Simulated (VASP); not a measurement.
The system is Sc2InSb3.

```xyz
6
Lattice="4.3000 0.0000 0.0000 -2.1500 3.7239 0.0000 0.0000 0.0000 10.6000" Properties=species:S:1:pos:R:3 pbc="T T T"
Sc    0.0000    0.0000    5.0880
Sc    2.1500    1.2413    1.6960
In    0.0000    0.0000    7.7380
Sb    2.1500    1.2413    6.7840
Sb    0.0000    0.0000    0.0000
Sb    0.0000    2.4826    3.3920
```

The cell was built by a generator and needn't be a form met in nature.

| Quantity | Value |
| --- | --- |
| Program | VASP 6.6.1 |
| Task | relaxation of cell and atoms |
| Functional | PBE |
| Potentials or basis | VASP PAW PBE potentials, release 64 (Sc_sv, In_d, Sb) |
| Cutoff | 520 eV |
| k mesh | 5 × 5 × 2 |
| Occupations | gaussian, width 0.15 eV |
| Spin | no spin polarisation |

At the start: pressure 3.8 GPa; volume 28.29 Å³/atom.

Question: How do energy, volume and symmetry change on relaxing?

Answer: Over 15 steps the energy falls by 198.4 meV/atom and the volume is 28.99 Å³/atom (+2.5 %); space group P3m1 (No. 156, to 0.05 Å).

The path:
```csv
step,energy change (eV),largest force (eV/Å),pressure (GPa),volume (Å³)
1,0.0000,4.3105,3.77,169.74
2,-0.7889,1.0109,-2.95,186.61
3,-0.7891,0.9788,-2.90,186.15
4,-1.0648,1.0549,-0.57,175.37
5,-1.0893,1.1104,1.28,169.75
6,-1.0922,1.0867,0.90,171.05
7,-1.1626,0.3062,0.47,172.12
8,-1.1668,0.2697,0.42,172.41
9,-1.1812,0.1352,-0.34,174.65
10,-1.1822,0.1589,-0.41,175.21
11,-1.1888,0.1287,0.10,173.86
12,-1.1889,0.1273,0.08,173.76
13,-1.1889,0.1249,0.18,173.56
14,-1.1889,0.1352,0.13,173.67
15,-1.1907,0.0759,0.14,173.92
```

Final structure:
```xyz
6
Lattice="4.3168 0.0000 0.0000 -2.1584 3.7385 0.0000 0.0000 0.0000 10.7770" Properties=species:S:1:pos:R:3 pbc="T T T"
Sc    0.0000    0.0000    4.9359
Sc    2.1584    1.2462    1.6971
In   -2.1584    3.7385    8.2246
Sb    2.1584    1.2462    6.6861
Sb    2.1584    3.7385    0.2017
Sb    0.0000    2.4923    3.3652
```
